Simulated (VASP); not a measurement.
An input for Quantum ESPRESSO's pw.x (written as the equivalent of a VASP run, and not itself run):

```
&CONTROL
  calculation = 'vc-relax'
  pseudo_dir = './pseudo'
  outdir = './out'
  tprnfor = .true.
  tstress = .true.
  nstep = 40
  forc_conv_thr = 0.00039
/
&SYSTEM
  ibrav = 0
  nat = 4
  ntyp = 2
  ecutwfc = 98
  occupations = 'smearing'
  smearing = 'methfessel-paxton'
  degauss = 0.00735
  input_dft = 'pbe'
/
&ELECTRONS
  conv_thr = 7.3e-09
  electron_maxstep = 100
/
&IONS
/
&CELL
  press = 20
/
ATOMIC_SPECIES
  Ni 58.693 Ni.upf
  Sb 121.760 Sb.upf
CELL_PARAMETERS angstrom
     1.9749197   -3.4206615   -0.0000000
     1.9749197    3.4206615   -0.0000000
    -0.0000000   -0.0000000    5.1348417
ATOMIC_POSITIONS crystal
  Ni   0.0000000  0.0000000  0.5000000
  Ni   0.0000000  0.0000000  1.0000000
  Sb   0.3333330  0.6666670  0.2500000
  Sb   0.6666670  0.3333330  0.7500000
K_POINTS automatic
  8 8 6 0 0 0
```

Translate this input to VASP (INCAR, KPOINTS, POSCAR, choice of POTCAR).

This is not unique; one that fits is 
KPOINTS:
```
Automatic mesh
0
Gamma
8 8 6
0 0 0
```

POSCAR:
```
NiSb
1
    1.9749197464    -3.4206615092    -0.0000000000
    1.9749197464     3.4206615092    -0.0000000000
   -0.0000000000    -0.0000000000     5.1348417276
Ni Sb
2 2
Direct
  0.0000000000   0.0000000000   0.5000000000
  0.0000000000   0.0000000000   1.0000000000
  0.3333330000   0.6666670000   0.2500000000
  0.6666670000   0.3333330000   0.7500000000
```

**INCAR**
```
ALGO=Normal
EDIFF=1E-7
EDIFFG=-0.01
ENCUT=480
GGA=PE
IBRION=2
ISIF=3
ISMEAR=1
LASPH=T
LCHARG=F
LMAXMIX=4
LREAL=F
LWAVE=F
NELM=100
NSW=40
PREC=Accurate
PSTRESS=20
SIGMA=0.1
SYSTEM=NiSb
```

POTCAR, in this order: Ni Sb (PBE.64 set). Program: vasp_std.

The two are equivalent in intent, not identical: the potentials are each code's own (VASP's PAW set, PseudoDojo norm-conserving files in pw.x), so ENCUT and ecutwfc are chosen apart and not converted; conv_thr bounds pw.x's estimated SCF error, while EDIFF bounds the energy change between steps; forc_conv_thr acts on force components and is met together with etot_conv_thr.

The compound is NiSb in the NiAs type structure. It was relaxed first under an external pressure of 2 GPa.
